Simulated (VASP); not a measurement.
# Driving VASP from ASE on TiAl3, part 2 of 3

Do ASE scripts that read TiAl3 from different structure formats give one answer, and do several routes find one equilibrium volume? All runs use PBEsol. Left out of this account: 1 further run (fields: a reference on another mesh). The start is a computed cell from the Materials Project.

VASP 6.6.1; PBEsol; plane waves and PAW (Ti_sv, Al).

So far. Step 2 (Total energy, forces and stress (PBEsol, through ASE)): The pressure is -0.69 GPa and the largest force 0.000 eV/Å, so the cell is not at a minimum at these settings. Step 3 (Self-consistent run (PBEsol, through ASE)): The energy lies -2.81 meV an atom from the first script, since this cell and mesh sample the zone at other points.

### Step 4. Full relaxation (PBEsol, through ASE)

System of this step: TiAl3. The structure is tetragonal, space group I4/mmm (No. 139). The conventional cell has a = 3.822 Å, b = 3.822 Å, c = 8.561 Å, α = 90.00°, β = 90.00°, γ = 90.00°. Nearest to Ti lie 12 Al at 2.70 to 2.87 Å. Al has 4 Ti at 2.70 Å and 8 Al at 2.87 Å nearest. Nearest to Al lie 8 Al at 2.70 to 2.87 Å and 4 Ti at 2.87 Å. Farther neighbours are not listed.

Properties are meant for the cell that this level of theory prefers, so cell and atoms are relaxed first (ISIF = 3) until forces and stress are small; EDIFFG sets the threshold.

run.py

```python
import numpy as np
from ase.calculators.vasp import Vasp
from ase.io import read

atoms = read('TiAl3.cif')

calc = Vasp(
    xc='pbesol',
    pp='PBE',
    prec='Accurate',
    encut=400,
    ediff=1e-06,
    nelm=100,
    ismear=-1,
    sigma=0.05,
    lreal=False,
    algo='Normal',
    nbands=16,
    lasph=True,
    lorbit=11,
    lwave=False,
    lcharg=False,
    kpar=4,
    ibrion=2,
    nsw=60,
    isif=3,
    ediffg=-0.01,
    pp_version='64',
    setups={'Ti': '_sv', 'Al': ''},
    kpts=(9, 9, 9),
    gamma=True,
    txt='vasp.out',
)
atoms.calc = calc

print("energy (eV):", round(atoms.get_potential_energy(), 6))
print("Fermi level (eV):", round(calc.get_fermi_level(), 4))
print("forces (eV/A):")
print(np.round(atoms.get_forces(), 4))
print("stress (GPa, Voigt, tension positive):", np.round(atoms.get_stress() * 160.21766, 3))
print("cell (A, degrees):", np.round(atoms.cell.cellpar(), 4))
print("volume (A^3):", round(atoms.get_volume(), 4))
print("positions:")
print(np.round(atoms.get_scaled_positions(), 5))
```

TiAl3.cif

```cif
data_TiAl3
_cell_length_a 3.82221354
_cell_length_b 3.82221354
_cell_length_c 5.06248788
_cell_angle_alpha 112.17912770
_cell_angle_beta 67.82087230
_cell_angle_gamma 90.00000000
_space_group_name_H-M_alt 'P1'
_space_group_name_Hall 'P 1'
_space_group_IT_number 1
loop_
_space_group_symop_operation_xyz
'x,y,z'
loop_
_atom_site_label
_atom_site_type_symbol
_atom_site_symmetry_multiplicity
_atom_site_Wyckoff_symbol
_atom_site_fract_x
_atom_site_fract_y
_atom_site_fract_z
_atom_site_occupancy
Ti1 Ti 1 a 0.0000000000 0.0000000000 0.0000000000 1
Al1 Al 1 a 0.5000000000 0.5000000000 0.0000000000 1
Al2 Al 1 a 0.7500000000 0.7500000000 0.5000000000 1
Al3 Al 1 a 0.2500000000 0.2500000000 0.5000000000 1
```

PAW data sets: Ti_sv and Al (PBE family, release 64).

Launch:

```console
export ASE_VASP_COMMAND="mpirun -np 4 vasp_std"
python run.py
```

Log:

```text
energy (eV): -22.222569
Fermi level (eV): 8.3334
forces (eV/A):
[[ 0. -0. -0.]
 [ 0. -0. -0.]
 [-0. -0. -0.]
 [ 0.  0.  0.]]
stress (GPa, Voigt, tension positive): [ 0.059  0.059 -0.016  0.    -0.    -0.   ]
cell (A, degrees): [  3.8162   3.8162   5.0556 112.1742  67.8258  90.    ]
volume (A^3): 62.2623
positions:
[[0.   0.   0.  ]
 [0.5  0.5  0.  ]
 [0.75 0.75 0.5 ]
 [0.25 0.25 0.5 ]]
```

It took 57 s on 4 MPI ranks of Intel Xeon Platinum 8488C (Sapphire Rapids), shared host; peak memory 0.79 GiB.

The INCAR that ASE wrote:

```
ENCUT = 400.000000
SIGMA = 0.050000
EDIFF = 1.00e-06
EDIFFG = -1.00e-02
ALGO = Normal
GGA = PS
PREC = Accurate
IBRION = 2
ISIF = 3
ISMEAR = -1
KPAR = 4
LORBIT = 11
NBANDS = 16
NELM = 100
NSW = 60
LASPH = .TRUE.
LCHARG = .FALSE.
LWAVE = .FALSE.
LREAL = .FALSE.
```

The KPOINTS that ASE wrote:

```
KPOINTS created by Atomic Simulation Environment
0
Gamma
9 9 9
0 0 0
```

vasp.out:

```text
[banner, memory and clock lines left out]
running    4 mpi-ranks, on    1 nodes
 distrk:  each k-point on    1 cores,    4 groups
 distr:  one band on    1 cores,    1 groups

 POSCAR found type information on POSCAR TiAl
 POSCAR found :  2 types and       4 ions
 [... a notice as in an earlier step ...]

 LDA part: xc-table for (Slater+PW92), standard interpolation
 POSCAR, INCAR and KPOINTS ok, starting setup
 FFT: planning ... GRIDC
 FFT: planning ... GRID_SOFT
 FFT: planning ... GRID
 WAVECAR not read
 entering main loop
       N       E                     dE             d eps       ncg     rms          rms(c)
DAV:   1     0.997629908090E+02    0.99763E+02   -0.81272E+03  2400   0.101E+03
DAV:   2    -0.171328435497E+02   -0.11690E+03   -0.11507E+03  2512   0.279E+02
DAV:   3    -0.241904801532E+02   -0.70576E+01   -0.69070E+01  4032   0.627E+01
DAV:   4    -0.243339507420E+02   -0.14347E+00   -0.14342E+00  2696   0.909E+00
DAV:   5    -0.243393475271E+02   -0.53968E-02   -0.53966E-02  3960   0.166E+00    0.113E+01
DAV:   6    -0.230137875048E+02    0.13256E+01   -0.28455E+01  3560   0.394E+01    0.667E+00
DAV:   7    -0.223138024534E+02    0.69999E+00   -0.88662E+00  3112   0.217E+01    0.310E+00
DAV:   8    -0.222770241868E+02    0.36778E-01   -0.13685E+00  3048   0.926E+00    0.171E+00
DAV:   9    -0.222294807926E+02    0.47543E-01   -0.42620E-01  3296   0.503E+00    0.233E-01
DAV:  10    -0.222310286092E+02   -0.15478E-02   -0.89451E-03  2904   0.708E-01    0.302E-01
DAV:  11    -0.222292321304E+02    0.17965E-02   -0.83038E-03  3496   0.618E-01    0.649E-02
DAV:  12    -0.222291997334E+02    0.32397E-04   -0.34835E-04  3176   0.138E-01    0.347E-02
DAV:  13    -0.222292003029E+02   -0.56947E-06   -0.51746E-06  2760   0.181E-02
   1 F= -.22229200E+02 E0= -.22222060E+02  d E =-.222292E+02
 curvature:   0.00 expect dE= 0.000E+00 dE for cont linesearch  0.000E+00
 trial: gam= 0.00000 g(F)=  0.978E-47 g(S)=  0.262E-02 ort = 0.000E+00 (trialstep = 0.100E+01)
 search vector abs. value=  0.262E-02
 bond charge predicted
       N       E                     dE             d eps       ncg     rms          rms(c)
DAV:   1    -0.222555110727E+02   -0.26311E-01   -0.47424E-01  3160   0.810E+00    0.145E+00
DAV:   2    -0.222467325655E+02    0.87785E-02   -0.50314E-01  3560   0.569E+00    0.848E-01
DAV:   3    -0.222288845370E+02    0.17848E-01   -0.13540E-01  3200   0.262E+00    0.170E-01
DAV:   4    -0.222287741730E+02    0.11036E-03   -0.42807E-03  3320   0.545E-01    0.614E-02
DAV:   5    -0.222290195248E+02   -0.24535E-03   -0.38857E-04  3768   0.118E-01    0.514E-02
DAV:   6    -0.222291330721E+02   -0.11355E-03   -0.32482E-04  3792   0.970E-02    0.666E-03
DAV:   7    -0.222291349518E+02   -0.18797E-05   -0.21769E-05  2528   0.349E-02    0.826E-03
DAV:   8    -0.222291363670E+02   -0.14152E-05   -0.62402E-06  2888   0.211E-02    0.694E-03
DAV:   9    -0.222291360967E+02    0.27022E-06   -0.94441E-07  1512   0.103E-02
   2 F= -.22229136E+02 E0= -.22222056E+02  d E =0.642061E-04
 trial-energy change:    0.000064  1 .order   -0.000241   -0.002616    0.002135
 step:   0.4552(harm=  0.5506)  dis= 0.00000  next Energy=   -22.229767 (dE=-0.567E-03)
 bond charge predicted
       N       E                     dE             d eps       ncg     rms          rms(c)
DAV:   1    -0.222375894773E+02   -0.84531E-02   -0.14184E-01  3192   0.444E+00    0.812E-01
DAV:   2    -0.222355759539E+02    0.20135E-02   -0.16331E-01  3552   0.322E+00    0.479E-01
DAV:   3    -0.222296036622E+02    0.59723E-02   -0.41112E-02  3264   0.145E+00    0.822E-02
DAV:   4    -0.222295849013E+02    0.18761E-04   -0.10254E-03  3280   0.249E-01    0.273E-02
DAV:   5    -0.222296584246E+02   -0.73523E-04   -0.16172E-04  3808   0.790E-02    0.331E-02
DAV:   6    -0.222296813597E+02   -0.22935E-04   -0.81811E-05  3464   0.620E-02    0.462E-03
DAV:   7    -0.222296830411E+02   -0.16814E-05   -0.10023E-05  3304   0.183E-02    0.377E-03
DAV:   8    -0.222296828417E+02    0.19946E-06   -0.31161E-07  1600   0.442E-03
   3 F= -.22229683E+02 E0= -.22222569E+02  d E =-.482539E-03
 curvature:  -0.26 expect dE=-0.345E-05 dE for cont linesearch -0.198E-05
 trial: gam=-0.04858 g(F)=  0.260E-46 g(S)=  0.131E-04 ort = 0.140E-03 (trialstep = 0.891E+00)
 search vector abs. value=  0.568E-05
 reached required accuracy - stopping structural energy minimisation
```

OUTCAR, selected parts (step 4):

```text
  LATTYP: Found a body centered tetragonal cell.
 ALAT       =     3.8222135400
 C/A-ratio  =     2.2398899234

The static configuration has the point symmetry D_4h.

 Found     75 irreducible k-points:

   NELECT =      21.0000    total number of electrons

 E-fermi :   8.3334

 k-point     1 :       0.0000    0.0000    0.0000
  band No.  band energies     occupation
    ...
      6       5.4650      2.00000
      7       5.6997      2.00000
      8       6.8996      2.00000
      9       7.0980      2.00000
     10       7.0980      2.00000
     11       9.1831      0.00000
     12      10.1015      0.00000
     13      10.1015      0.00000
     14      10.5598      0.00000
     15      10.8466      0.00000
    ...

 k-point     2 :       0.1111    0.0000    0.0000
  band No.  band energies     occupation
    ...
      6       4.9373      2.00000
      7       6.1247      2.00000
      8       6.5972      2.00000
      9       6.9167      2.00000
     10       7.1923      2.00000
     11       8.7484      0.00050
     12       9.7208      0.00000
     13      10.3817      0.00000
     14      10.6168      0.00000
     15      11.2467      0.00000
    ...

  Total       -0.0229031     -0.0229031      0.0062739      0.0000000     -0.0000000      0.0000000
  in kB       -0.5893582     -0.5893582      0.1614451      0.0000000     -0.0000000      0.0000000
  external PRESSURE =      -0.3390905 kB  Pullay stress =       0.0000000 kB

  energy-cutoff  :      400.00
  volume of cell :       62.26
      direct lattice vectors                 reciprocal lattice vectors
     3.816220776  0.000000000 -0.000000000     0.262039347  0.000000000 -0.116953116
     0.000000000  3.816220776  0.000000000     0.000000000  0.262039347  0.116953116
     1.908110390 -1.908110390  4.275217443     0.000000000 -0.000000000  0.233906231

 POSITION                                       TOTAL-FORCE (eV/Angst)
 -----------------------------------------------------------------------------------
      0.00000      0.00000      0.00000         0.000000     -0.000000     -0.000000
      1.90811      1.90811      0.00000         0.000000     -0.000000     -0.000000
      3.81622      1.90811      2.13761        -0.000000     -0.000000     -0.000000
      1.90811     -0.00000      2.13761         0.000000      0.000000      0.000000
 -----------------------------------------------------------------------------------
    total drift:                                0.000000     -0.000000     -0.000000

  FREE ENERGIE OF THE ION-ELECTRON SYSTEM (eV)
  ---------------------------------------------------
  free  energy   TOTEN  =       -22.2296828417 eV

  energy  without entropy=      -22.2154554961  energy(sigma->0) =      -22.22256917

 reached required accuracy - stopping structural energy minimisation

 total charge
# of ion       s       p       d       tot
------------------------------------------
    1        2.168   6.120   2.031  10.320
    2        0.446   0.377   0.000   0.823
    3        0.407   0.408   0.000   0.815
    4        0.407   0.408   0.000   0.815
--------------------------------------------------
tot          3.428   7.314   2.031  12.774

[... 4 parts as in an earlier step ...]

[... 7 further parts left out ...]
```

CONTCAR:

```
Ti Al
   1.00000000000000
     3.8162207755562507    0.0000000000000000   -0.0000000000023333
     0.0000000000000000    3.8162207755562507    0.0000000000023333
     1.9081103898243204   -1.9081103898243199    4.2752174433772208
  Ti              Al
     1     3
Direct
     0.0000000000000000    0.0000000000000000    0.0000000000000000
     0.5000000000000000    0.5000000000000000    0.0000000000000000
     0.7500000000000000    0.7500000000000000    0.5000000000000000
     0.2500000000000000    0.2500000000000000    0.5000000000000000
```

The run keeps the 16 symmetry operations of its start, so it cannot find a distortion of lower symmetry.

The steps of the relaxation:

```tsv
step	energy less that of the first step (eV)	largest force (eV/Å)	pressure (GPa)	volume (Å³)
1	0.0000	0.0000	-0.69	62.54
2	0.0001	0.0000	0.57	61.93
3	-0.0005	0.0000	-0.03	62.26
```

```tsv
conventional cell, symmetrised	before	after	change
a (Å)	3.822	3.816	-0.2 %
b (Å)	3.822	3.816	-0.2 %
c (Å)	8.561	8.550	-0.1 %
volume (Å³/atom)	15.63	15.57	-0.4 %
```

The relaxed structure:

```cif
data_structure
_symmetry_space_group_name_H-M 'P 1'
_symmetry_Int_Tables_number 1
_cell_length_a 3.8162
_cell_length_b 3.8162
_cell_length_c 5.0556
_cell_angle_alpha 112.174
_cell_angle_beta 67.826
_cell_angle_gamma 90.000
_cell_volume 62.26
loop_
_atom_site_label
_atom_site_type_symbol
_atom_site_fract_x
_atom_site_fract_y
_atom_site_fract_z
_atom_site_occupancy
Ti1 Ti 0.00000 0.00000 0.00000 1
Al2 Al 0.50000 0.50000 0.00000 1
Al3 Al 0.75000 0.75000 0.50000 1
Al4 Al 0.25000 0.25000 0.50000 1
```

This step gave:

| Item | Value |
| --- | --- |
| electrons | 21 |
| bands | 16 |
| irreducible k-points | 75 |
| free energy (TOTEN) | -22.23 eV |
| energy at zero smearing | -22.22 eV |
| Fermi energy | 8.333 eV |
| pressure | -0.03391 GPa |
| SCF cycles over all ionic steps | 30 |

It ends with forces that vanish by symmetry and a pressure of -0.03 GPa.

### Step 5. Energy against volume, from ASE (PBEsol)

An ASE loop scales the volume and fits the energies, which gives the bulk modulus from energies alone.

run.py

```python
import numpy as np
from ase.calculators.vasp import Vasp
from ase.io import read
from ase.eos import EquationOfState
from ase.units import GPa

atoms = read('structure.vasp')

calc = Vasp(
    xc='pbesol',
    pp='PBE',
    prec='Accurate',
    encut=400,
    ediff=1e-06,
    nelm=100,
    ismear=-1,
    sigma=0.05,
    lreal=False,
    algo='Normal',
    nbands=16,
    lasph=True,
    lorbit=11,
    lwave=False,
    lcharg=False,
    kpar=4,
    isif=2,
    pp_version='64',
    setups={'Ti': '_sv', 'Al': ''},
    kpts=(9, 9, 9),
    gamma=True,
    txt='vasp.out',
)
atoms.calc = calc

cell, volumes, energies = atoms.get_cell(), [], []
for x in [0.94, 0.96, 0.98, 1.0, 1.02, 1.04, 1.06]:
    atoms.set_cell(cell * x ** (1 / 3), scale_atoms=True)
    volumes.append(atoms.get_volume())
    energies.append(atoms.get_potential_energy())
    print(f"{x:.2f}  V = {volumes[-1]:.4f} A^3  E = {energies[-1]:.6f} eV")
v0, e0, b0 = EquationOfState(volumes, energies, eos="birchmurnaghan").fit()
print(f"V0 = {v0:.4f} A^3  E0 = {e0:.6f} eV  B0 = {b0 / GPa:.2f} GPa")
```

structure.vasp

```
TiAl3
1.0
    0.0000000000     -3.8222135426      0.0000000000
   -3.8222135426      0.0000000000      0.0000000000
    1.9111067713     -1.9111067713     -4.2806687947
Ti Al
1 3
Direct
    0.0000000000      0.0000000000      0.0000000000
    0.5000000000      0.5000000000      0.0000000000
    0.7500000000      0.7500000000      0.5000000000
    0.2500000000      0.2500000000      0.5000000000
```

Log:

```text
0.94  V = 58.7854 A^3  E = -22.143444 eV
0.96  V = 60.0361 A^3  E = -22.190002 eV
0.98  V = 61.2869 A^3  E = -22.215517 eV
1.00  V = 62.5376 A^3  E = -22.222060 eV
1.02  V = 63.7884 A^3  E = -22.211368 eV
1.04  V = 65.0392 A^3  E = -22.185118 eV
1.06  V = 66.2899 A^3  E = -22.144798 eV
V0 = 62.3665 A^3  E0 = -22.222209 eV  B0 = 111.26 GPa
```

Wall time 2.5 min (4 MPI ranks); peak memory 0.79 GiB.

The INCAR that ASE wrote:

```
ENCUT = 400.000000
SIGMA = 0.050000
EDIFF = 1.00e-06
ALGO = Normal
GGA = PS
PREC = Accurate
ISIF = 2
ISMEAR = -1
KPAR = 4
LORBIT = 11
NBANDS = 16
NELM = 100
LASPH = .TRUE.
LCHARG = .FALSE.
LWAVE = .FALSE.
LREAL = .FALSE.
```

ASE turned this into the KPOINTS:

```
KPOINTS created by Atomic Simulation Environment
0
Gamma
9 9 9
0 0 0
```

vasp.out (the last of its runs):

```text
[banner, memory and clock lines left out]
running    4 mpi-ranks, on    1 nodes
 distrk:  each k-point on    1 cores,    4 groups
 distr:  one band on    1 cores,    1 groups

 POSCAR found type information on POSCAR TiAl
 POSCAR found :  2 types and       4 ions
 [... a notice as in an earlier step ...]

 LDA part: xc-table for (Slater+PW92), standard interpolation
 POSCAR, INCAR and KPOINTS ok, starting setup
 FFT: planning ... GRIDC
 FFT: planning ... GRID_SOFT
 FFT: planning ... GRID
 WAVECAR not read
 WARNING: random wavefunctions but no delay for mixing, default for NELMDL
 entering main loop
       N       E                     dE             d eps       ncg     rms          rms(c)
DAV:   1     0.981758699079E+02    0.98176E+02   -0.80790E+03  2400   0.100E+03
DAV:   2    -0.172132465397E+02   -0.11539E+03   -0.11341E+03  2504   0.275E+02
DAV:   3    -0.242081771520E+02   -0.69949E+01   -0.68209E+01  3968   0.625E+01
DAV:   4    -0.243625157655E+02   -0.15434E+00   -0.15426E+00  2752   0.927E+00
DAV:   5    -0.243688382299E+02   -0.63225E-02   -0.63222E-02  4016   0.172E+00    0.109E+01
DAV:   6    -0.231084185929E+02    0.12604E+01   -0.31963E+01  3624   0.397E+01    0.744E+00
DAV:   7    -0.222531704210E+02    0.85525E+00   -0.11248E+01  3192   0.234E+01    0.298E+00
DAV:   8    -0.222156971410E+02    0.37473E-01   -0.18070E+00  3064   0.101E+01    0.193E+00
DAV:   9    -0.221523290520E+02    0.63368E-01   -0.54856E-01  3288   0.541E+00    0.225E-01
DAV:  10    -0.221542438584E+02   -0.19148E-02   -0.11564E-02  2952   0.768E-01    0.301E-01
DAV:  11    -0.221522691796E+02    0.19747E-02   -0.10026E-02  3464   0.636E-01    0.494E-02
DAV:  12    -0.221522578630E+02    0.11317E-04   -0.24332E-04  3200   0.113E-01    0.310E-02
DAV:  13    -0.221522583285E+02   -0.46549E-06   -0.36851E-06  2816   0.148E-02
   1 F= -.22152258E+02 E0= -.22144798E+02  d E =-.149206E-01
```

OUTCAR, selected parts (step 5):

```text
   ENCUT  =  400.0 eV  29.40 Ry    5.42 a.u.   6.36  6.36  8.42*2*pi/ulx,y,z

   NELECT =      21.0000    total number of electrons

 E-fermi :   7.7119

 k-point     1 :       0.0000    0.0000    0.0000
  band No.  band energies     occupation
    ...
      6       4.8969      2.00000
      7       5.1714      2.00000
      8       6.4002      2.00000
      9       6.5395      2.00000
     10       6.5395      2.00000
     11       8.5080      0.00000
     12       9.3558      0.00000
     13       9.3558      0.00000
     14       9.8233      0.00000
     15       9.9292      0.00000
    ...

  Total       -2.6876335     -2.6876335     -2.5162717      0.0000000      0.0000000     -0.0000000
  in kB      -64.9580887    -64.9580887    -60.8164030      0.0000000      0.0000000     -0.0000000
  external PRESSURE =     -63.5775268 kB  Pullay stress =       0.0000000 kB

 POSITION                                       TOTAL-FORCE (eV/Angst)
 -----------------------------------------------------------------------------------
      0.00000      0.00000      0.00000        -0.000000      0.000000      0.000000
     -1.94859     -1.94859      0.00000        -0.000000      0.000000      0.000000
     -1.94859     -3.89718     -2.18231        -0.000000      0.000000      0.000000
      0.00000     -1.94859     -2.18231         0.000000     -0.000000      0.000000
 -----------------------------------------------------------------------------------
    total drift:                                0.000000     -0.000000      0.000000

  FREE ENERGIE OF THE ION-ELECTRON SYSTEM (eV)
  ---------------------------------------------------
  free  energy   TOTEN  =       -22.1522583285 eV

  energy  without entropy=      -22.1373377367  energy(sigma->0) =      -22.14479803

[... 3 parts as in an earlier step ...]

[... 13 further parts left out ...]
```

Numbers from this step:

- bulk modulus: 111.3 GPa
- equilibrium volume of the fit: 15.59 Å³/atom

The fitted volume lies +0.17 % from the relaxed one.

(Part 2 of 3 ends here.)

[Lines on the potential files, build, host, timing and source positions are cut from VASP's logs without a mark.]

[Logs are printed without paths, hosts, clocks, repeated set-up lines and the standing remarks that a program may print on its own settings, such as how far it seeks lower states.]

[Hosts, paths, dates, database ids (printed as entryN), source tags and the programs' standing remarks are cut or masked in the printed files.]

[A measured line is paired with the nearest computed mode of its activity, which favours agreement.]
